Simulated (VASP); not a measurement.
All values below come from PBE GGA, VASP's PBE PAW potentials (set 64) (plane waves; VASP).

Input for VASP

### KPOINTS
```
Automatic mesh
0
Gamma
12 12 12
0 0 0
```

INCAR:
```
! general
SYSTEM  = TiO2
PREC    = Accurate
ENCUT   = 400
LREAL   = .FALSE.
LASPH   = .TRUE.

! electronic loop
EDIFF   = 1E-6
NELM    = 100
ALGO    = Normal
LMAXMIX = 4

! smearing
ISMEAR  = 0
SIGMA   = 0.01

! functional
GGA     = PE

! ions
ISIF    = 2

! output
LWAVE   = .FALSE.
LCHARG  = .FALSE.
```

**POSCAR**
```
TiO2
1
   -1.8912700000     1.8912700000     4.8075100000
    1.8912700000    -1.8912700000     4.8075100000
    1.8912700000     1.8912700000    -4.8075100000
Ti O
2 4
Direct
  0.0000000000   0.0000000000   0.0000000000
  0.7500000000   0.2500000000   0.5000000000
  0.9571500000   0.4571500000   0.5000000000
  0.2071500000   0.2071500000   0.0000000000
  0.7928500000   0.7928500000   0.0000000000
  0.5428500000   0.0428500000   0.5000000000
```

POTCAR, in this order: Ti_sv O (PBE.64 set). Program: vasp_std.

At this cut-off the stress carries a Pulay error, which pulls relaxed volumes low.

**Question.** Predict the energy per atom (σ→0), pressure, largest force.

**Answer.** 
The energy per atom (σ→0) is -8.983 eV/atom and the pressure comes out as -2.05 GPa. The largest force comes out as 0.00129 Ha/bohr.

File OSZICAR:
```
...
DAV:  10    -0.539011664592E+02   -0.85101E-02   -0.10453E-01 11068   0.241E+00    0.346E-01
DAV:  11    -0.538992049844E+02    0.19615E-02   -0.16049E-02 11324   0.891E-01    0.583E-02
DAV:  12    -0.538993892153E+02   -0.18423E-03   -0.15129E-03 11772   0.406E-01    0.109E-01
DAV:  13    -0.538992860243E+02    0.10319E-03   -0.45895E-04 12396   0.199E-01    0.216E-02
DAV:  14    -0.538992899369E+02   -0.39125E-05   -0.82466E-05 12956   0.756E-02    0.152E-02
DAV:  15    -0.538992887838E+02    0.11531E-05   -0.15757E-05 12852   0.385E-02    0.358E-03
DAV:  16    -0.538992890038E+02   -0.22000E-06   -0.35756E-07  6236   0.653E-03
   1 F= -.53899289E+02 E0= -.53899289E+02  d E =-.610779E-21
```

The structure comes from a computed database's TiO2 entry; how it stands against other phases isn't given here. The cell was not relaxed at this level.
